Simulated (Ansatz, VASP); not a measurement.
# Cross-check of TlS4Br between VASP and Ansatz, part 2 of 2

Wanted: the spread between two codes on one cell, functional and k mesh. The cell is generated by rule, not measured, and may not be a known phase. The cell is taken from a series of runs on this material, whose earlier steps may have relaxed, scaled, displaced or heated it; both programs get it as it stands.

VASP 6.6.1 and Ansatz 0.2.0.

So far: Set-up; VASP: zone-centre phonons, PBEsol.

The structure was built from a prototype and need not be the compound's stable phase.

### Step 3. Ansatz: zone-centre phonons, PBEsol

Level of this step: Ansatz beside VASP: Kohn-Sham DFT, plane waves, PBEsol (Ansatz).

Ansatz runs on its default PAW (the set named soft_2) files.

The same cell, functional, mesh and smearing now go to Ansatz, which takes its cutoff from its data sets.

input.yaml reads:

```yaml
crystal:
  lattice:
    - [0.0, 4.6786404278, 4.6786404278]
    - [4.6786404278, 0.0, 4.6786404278]
    - [4.6786404278, 4.6786404278, 0.0]
  atoms:
    - { symbol: Tl, position: [0.5, 0.5, 0.5] }
    - { symbol: Br, position: [0.0, 0.0, 0.0] }
    - { symbol: S, position: [0.1552696917, 0.1552696917, 0.1552696917] }
    - { symbol: S, position: [0.5341909248, 0.1552696917, 0.1552696917] }
    - { symbol: S, position: [0.1552696917, 0.1552696917, 0.5341909248] }
    - { symbol: S, position: [0.1552696917, 0.5341909248, 0.1552696917] }
kpoints:
  mp_grid: { grid: [8, 8, 8] }
hamiltonian:
  xc: pbesol
scf:
  occupations: { method: methfessel_paxton, width: 0.2 }
output:
  eigenvalues: true
phonons:
  method: dfpt
```

Command:

```console
> ansatz run input.yaml --threads 8 --pin off --max-ram 14336MiB --backend cpu --events-out ev --progress --plain --runs-dir out
```

Numbers of over 12 decimals in the logs are rounded to 6 here.

Output:

```text
Engine: ansatz 0.2.0, x86_64-unknown-linux-gnu
Pseudopotentials: kind: paw
Pseudopotential: Tl, paw, valence charge 13, recommended cutoff 420 eV (normal), Tl.paw.azcp
Pseudopotential: Br, paw, valence charge 7, recommended cutoff 420 eV (normal), Br.paw.azcp
Pseudopotential: S, paw, valence charge 6, recommended cutoff 420 eV (normal), S.paw.azcp
Functional definition: PBEsol
  exchange = pbesol_x
  correlation = pbesol_c
Crystal: 6 atoms, lattice volume = 204.828 Å³
Basis set: ecut = 420 eV, 4015 PW (Γ), exchange–correlation on 90×90×90 points (8 copies of the dense FFT grid, shifted against one another)
Bands: 28, of which v1, the nominal top of the filled ones, is band 22 counted from 1 (21 counted from 0)
Symmetry: 24 space group operations
k-points: 150 of 512 (irreducible under 2 space group operations, time reversal used)
Non-local potential: Tl, projectors of the file, l = 0: 2, l = 1: 2, l = 2: 2, l = 3: 1
Non-local potential: Br, projectors of the file, l = 0: 2, l = 1: 2, l = 2: 2
Non-local potential: S, projectors of the file, l = 0: 2, l = 1: 2, l = 2: 2
PAW form: soft (Blöchl's): semilocal exchange-correlation on the pseudo side does not see the compensation charge
PAW frozen core: Tl, regenerated for the run's functional, and the local potential with it (the file was generated under x = pbe(κ = 0.804, μ = 0.219515), c = pbe(β = 0.066725))
PAW frozen core: Br, regenerated for the run's functional, and the local potential with it (the file was generated under x = pbe(κ = 0.804, μ = 0.219515), c = pbe(β = 0.066725))
PAW frozen core: S, regenerated for the run's functional, and the local potential with it (the file was generated under x = pbe(κ = 0.804, μ = 0.219515), c = pbe(β = 0.066725))
PAW one-centre angular grid: Tl, 590 points (default); XC on 64 Gauss nodes
PAW one-centre angular grid: Br, 110 points (default); XC on 64 Gauss nodes
PAW one-centre angular grid: S, 110 points (default); XC on 64 Gauss nodes
Initial density: superposition of atomic densities (neutral atoms: chi_scale 0, normalization atom), corrected by the library's trained network
Initial wavefunctions: pseudopotential atomic-orbital guess
Functional: x = pbesol(κ = 0.804, μ = 0.123457), c = pbesol(β = 0.046)
SCF iter   1: F=—  HF=-17567.354405 eV  |F-HF|=—  |Δ(HF+E_count)|=         —  Δρ=3.03e-3  dr2=2.02e-2  ethr=1.77e-3  ⟨swp⟩=7.1  Hψ=19014  notcnv=0
preconditioner: auto → LDOS  [metal: Δε(μ)=0.013 eV  Ē_g=9.262 eV  σ=0.200 eV  W_gap=0.06  n_scr=26 (ndim 8)  ℏωp=17.2 eV  f_vac=0.184  D(μ)=9.75/eV (n_scr^D=88)  β→1.0]
SCF iter   2: F=—  HF=-17567.362830 eV  |F-HF|=—  |Δ(HF+E_count)|=   8.43e-3  S|Δr|=    0.00e0  Δρ=1.47e-3  dr2=1.02e-2  ethr=4.60e-5  ⟨swp⟩=2.0  Hψ=8354  notcnv=0
SCF iter   3: F=—  HF=-17567.362066 eV  |F-HF|=—  |Δ(HF+E_count)|=   7.64e-4  S|Δr|=    0.00e0  Δρ=1.04e-3  dr2=2.92e-3  ethr=2.32e-5  ⟨swp⟩=2.7  Hψ=8448  notcnv=0
SCF iter   4: F=—  HF=-17567.361487 eV  |F-HF|=—  |Δ(HF+E_count)|=   5.79e-4  S|Δr|=    0.00e0  Δρ=2.90e-4  dr2=2.37e-4  ethr=6.64e-6  ⟨swp⟩=2.0  Hψ=6041  notcnv=0
SCF iter   5: F=—  HF=-17567.361454 eV  |F-HF|=—  |Δ(HF+E_count)|=   3.31e-5  S|Δr|=    0.00e0  Δρ=8.43e-5  dr2=2.04e-5  ethr=5.39e-7  ⟨swp⟩=2.7  Hψ=8081  notcnv=0
SCF iter   6: F=—  HF=-17567.361452 eV  |F-HF|=—  |Δ(HF+E_count)|=   1.78e-6  S|Δr|=    0.00e0  Δρ=2.19e-5  dr2=1.41e-6  ethr=4.64e-8  ⟨swp⟩=2.0  Hψ=6855  notcnv=0
SCF iter   7: F=—  HF=-17567.361377 eV  |F-HF|=—  |Δ(HF+E_count)|=   7.56e-5  S|Δr|=    0.00e0  Δρ=6.12e-6  dr2=1.33e-7  ethr=3.20e-9  ⟨swp⟩=2.6  Hψ=7950  notcnv=0
SCF iter   8: F=—  HF=-17567.361377 eV  |F-HF|=—  |Δ(HF+E_count)|=   1.53e-8  S|Δr|=    0.00e0  Δρ=1.07e-6  dr2=3.61e-9  ethr=3.02e-10  ⟨swp⟩=2.2  Hψ=6745  notcnv=0
SCF iter   9: F=—  HF=-17567.361377 eV  |F-HF|=—  |Δ(HF+E_count)|=   2.08e-9  S|Δr|=    0.00e0  Δρ=2.35e-7  dr2=1.39e-10  ethr=8.20e-12  ⟨swp⟩=2.0  Hψ=7101  notcnv=0
SCF iter  10: F=-17567.361377 eV  HF=-17567.361377 eV  |F-HF|=3.64e-12  |Δ(HF+E_count)|=  1.56e-10  S|Δr|=    0.00e0  Δρ=4.50e-8  dr2=4.80e-12  ethr=1.00e-12  ⟨swp⟩=5.5  Hψ=24647  notcnv=0
SCF 1 converged in 10 iterations: F = -17567.361377 eV  dr2 = 4.80e-12
  greatest PAW one-centre occupation: 0.967 electrons in one spin orbital (limit 2), on the Tl atom at site 0 (counted from 0), in its partial waves of l = 2
DFPT response loops at Γ: preconditioner auto → none (partly filled bands, converged f_vac=0.182); β = 0.50; Broyden in place of MSR1
SCF converged after 10 iterations
Stability not checked: this state was not tested for a lower state beside it, because cold or Methfessel-Paxton smearing, or corrected tetrahedra, fill the levels in a way that the test cannot read (fill_not_monotonic; see scf.lower_state_search)
Free energy (F): -17567.361377 eV
Harris-Foulkes:  -17567.361377 eV  (|F-HF|=3.64e-12)
Internal energy: -17567.342038 eV  (E = F + TS)
E sigma→0 (E₀):  -17567.356542 eV
Entropy (-TS):   -0.019338 eV (-3.223 meV/atom)
Fermi energy:    3.190244 eV
--- Per-component energies (eV) ---
  E_band       = -196.898982
  E_kinetic    = 879.589130
  E_local      = -2480.306515  (includes V_loc(G=0)·N_el)
  E_nonlocal   = 509.096502
  E_hartree    = 891.160307
  E_xc         = -867.427896
  E_vxc        = -585.410727  (∫ρ·V_xc dr)
  E_paw        = -14554.833984  (= ΣΔE_a)
  E_vpaw       = -302.187989  (= ΣTr[D̂ρ^β])
  E_aug_tail   = 0.000040  (compensation charges beyond the density's cutoff)
  E_ewald      = -1944.997955
  E_core_change = 0.378333  (= ΣΔE_core)
  E_smearing   = -0.019338  (= −TS)
  E_closure    = 0.000000  (closes the sum)
  Σ components = -17567.361377   (vs F -17567.361377, Δ=0.00e0)
--- Band table (eV; the first three rows and the last of 150) ---
  k-point 0: bands = [... 18 lower, 1.2104, 1.2104, 3.4012, 3.4012, 3.4012, 4.1034, 4.1034, 4.1034, ... 2 higher]
  k-point 1: bands = [... 18 lower, 1.1330, 1.2123, 3.2676, 3.2676, 3.4028, 4.1527, 4.2490, 4.2490, ... 2 higher]
  k-point 2: bands = [... 18 lower, 0.9113, 1.1326, 3.1094, 3.1094, 3.4066, 4.2907, 4.4429, 4.4429, ... 2 higher]
  k-point 149: bands = [... 18 lower, 0.4809, 0.7441, 3.0376, 3.0376, 3.4121, 4.5547, 4.5777, 4.5777, ... 2 higher]
--- Phonons (Γ-DFPT): 3 representative perturbations + reference, on 150 of 512 k-points (Σ response iterations 9) ---
  k mesh reduced under 2 symmetry operations, with k and −k counted as one. Each operation leaves every solved perturbation unchanged. A smaller set is not used because it would not reduce the number of displacements times k-points to solve
  ASR residual: 8.738e-5 → 0.000e0 eV/Å²; symmetrization residual: 2.260e-5 eV/Å²
  ASR residual per site (eV/Å²): 3.44e-5 8.74e-5 3.72e-5 3.72e-5 3.72e-5 3.72e-5
  Γ frequencies (cm⁻¹): -306.39 -306.39 -306.39 -233.36 -233.36 -93.41 -93.41 -93.41 -44.66 -44.66 -44.66 0.00 0.00 0.00 117.51 117.51 117.51 320.13
  non-analytic LO–TO correction: not included (Born effective charges unavailable; polar crystals: no LO–TO splitting at Γ)
```

In the SCF lines HF is the Harris–Foulkes energy and dr2 the Hartree energy of the density residual, in eV; the loop may stop once dr2 is under the threshold and the program's other checks hold. Hψ counts applications of the Hamiltonian.

### Step 4. Side by side

Known differences besides the potentials themselves: the cutoff is 420 eV in Ansatz and 500 eV in VASP; Ansatz makes its cores anew for this functional, VASP keeps those of its PBE data sets. Total energies have different zeros and are not compared.

Both answers:

```
                                                    quantity  Ansatz    VASP  difference
 optical mode 1 to 3 (imaginary, printed as negative) (cm⁻¹)  -306.4  -308.8        +2.4
 optical mode 4 to 5 (imaginary, printed as negative) (cm⁻¹)  -233.4  -233.3        -0.1
 optical mode 6 to 8 (imaginary, printed as negative) (cm⁻¹)   -93.4   -93.3        -0.1
optical mode 9 to 11 (imaginary, printed as negative) (cm⁻¹)   -44.7   -44.4        -0.3
                                optical mode 12 to 14 (cm⁻¹)   117.5   117.9     -0.34 %
                                      optical mode 15 (cm⁻¹)   320.1   316.3     +1.21 %
```

Modes are paired by rising frequency, not by their patterns, so a pair may set unlike modes beside each other; they are those without the splitting of longitudinal modes.

### Step 5. Summary of results

| Property | Result |
| --- | --- |
| r.m.s. difference of the optical zone-centre modes, each program's sorted by frequency (zone-centre phonons, PBEsol) | 1.5 cm⁻¹ |
| difference in optical mode 15 (zone-centre phonons, PBEsol) | +1.2 % |

**Reading.** The r.m.s. difference of the optical zone-centre modes, each program's sorted by frequency is 1.5 cm⁻¹ (zone-centre phonons, PBEsol). Among the rows given in per cent, the largest difference of the zone-centre phonons, PBEsol pair is in optical mode 15, +1.2 %. How closely two codes agree says nothing of how well the functional describes the real material.

[Lines on the potential files, build, host, timing and source positions are cut from VASP's logs without a mark.]

[Logs are printed without paths, hosts, clocks, repeated set-up lines and the standing remarks that a program may print on its own settings, such as how far it seeks lower states.]

[Hosts, paths, dates, database ids (printed as entryN), source tags and the programs' standing remarks are cut or masked in the printed files.]
